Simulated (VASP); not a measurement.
A run of VASP 6.6.1 is set up as follows.

Contents of INCAR:

```
ALGO = Normal ; EDIFF = 1E-7
ENCUT = 520 ; GGA = PE
ISIF = 2 ; ISMEAR = -1
LASPH = True ; LCHARG = False
LMAXMIX = 4 ; LREAL = False
LWAVE = False ; NBANDS = 16
NELM = 100 ; PREC = Accurate
SIGMA = 0.05
```

KPOINTS

```
k-points
0
Gamma
  9 9 7
```

File POSCAR:

```
NaCu
1.0
    2.9422367500      0.0000000000      0.0000000000
    0.0000000000      2.9422367500      0.0000000000
    0.0000000000      0.0000000000      4.0409127600
Na Cu
1 1
Direct
    0.0000000000      0.0000000000      0.0000000000
    0.5000000000      0.5000000000      0.5000000000
```

File KPOINTS_OPT:

```
path GXMGZRAZ,XR,MA
15
line-mode
reciprocal
 0.0000000000  0.0000000000  0.0000000000  G
 0.0000000000  0.5000000000  0.0000000000  X

 0.0000000000  0.5000000000  0.0000000000  X
 0.5000000000  0.5000000000  0.0000000000  M

 0.5000000000  0.5000000000  0.0000000000  M
 0.0000000000  0.0000000000  0.0000000000  G

 0.0000000000  0.0000000000  0.0000000000  G
 0.0000000000  0.0000000000  0.5000000000  Z

 0.0000000000  0.0000000000  0.5000000000  Z
 0.0000000000  0.5000000000  0.5000000000  R

 0.0000000000  0.5000000000  0.5000000000  R
 0.5000000000  0.5000000000  0.5000000000  A

 0.5000000000  0.5000000000  0.5000000000  A
 0.0000000000  0.0000000000  0.5000000000  Z

 0.0000000000  0.5000000000  0.0000000000  X
 0.0000000000  0.5000000000  0.5000000000  R

 0.5000000000  0.5000000000  0.0000000000  M
 0.5000000000  0.5000000000  0.5000000000  A
```

Potentials or basis: VASP PAW PBE potentials, release 64 (Na_pv, Cu).

Run with:

```bash
$ cat potpaw_PBE.64/Na_pv/POTCAR potpaw_PBE.64/Cu/POTCAR > POTCAR
$ mpirun -np 1 vasp_std > vasp.out
```

Predict the band gap along the path.

none (metal or under the smearing width).

What does it give for the pressure?

3.1 GPa.

Levels at the corners of the path, in eV from the Fermi level:
```csv
point,band 5,band 6,band 7,band 8,band 9,band 10,band 11,band 12,band 13,band 14
Γ,-2.87,-2.86,-2.13,-2.13,-1.88,2.81,5.29,10.80,10.80,11.11
X,-2.65,-2.63,-2.17,-2.08,-1.00,-0.58,5.53,9.09,9.12,9.71
X,-2.65,-2.63,-2.17,-2.08,-1.00,-0.58,5.53,9.09,9.12,9.71
M,-2.56,-2.56,-2.48,-1.64,2.27,2.27,2.46,6.63,9.65,11.80
M,-2.56,-2.56,-2.48,-1.64,2.27,2.27,2.46,6.63,9.65,11.80
Γ,-2.87,-2.86,-2.13,-2.13,-1.88,2.81,5.29,10.80,10.80,11.11
Γ,-2.87,-2.86,-2.13,-2.13,-1.88,2.81,5.29,10.80,10.80,11.11
Z,-2.83,-2.48,-2.27,-2.16,-2.16,-1.87,11.62,11.62,11.79,13.11
Z,-2.83,-2.48,-2.27,-2.16,-2.16,-1.87,11.62,11.62,11.79,13.11
R,-2.92,-2.20,-2.18,-2.11,0.26,0.36,0.87,4.61,15.70,16.79
R,-2.92,-2.20,-2.18,-2.11,0.26,0.36,0.87,4.61,15.70,16.79
A,-2.65,-2.65,-2.14,-1.64,3.22,3.22,3.66,4.82,7.05,7.05
A,-2.65,-2.65,-2.14,-1.64,3.22,3.22,3.66,4.82,7.05,7.05
Z,-2.83,-2.48,-2.27,-2.16,-2.16,-1.87,11.62,11.62,11.79,13.11
X,-2.65,-2.63,-2.17,-2.08,-1.00,-0.58,5.53,9.09,9.12,9.71
R,-2.92,-2.20,-2.18,-2.11,0.26,0.36,0.87,4.61,15.70,16.79
M,-2.56,-2.56,-2.48,-1.64,2.27,2.27,2.46,6.63,9.65,11.80
A,-2.65,-2.65,-2.14,-1.64,3.22,3.22,3.66,4.82,7.05,7.05
```
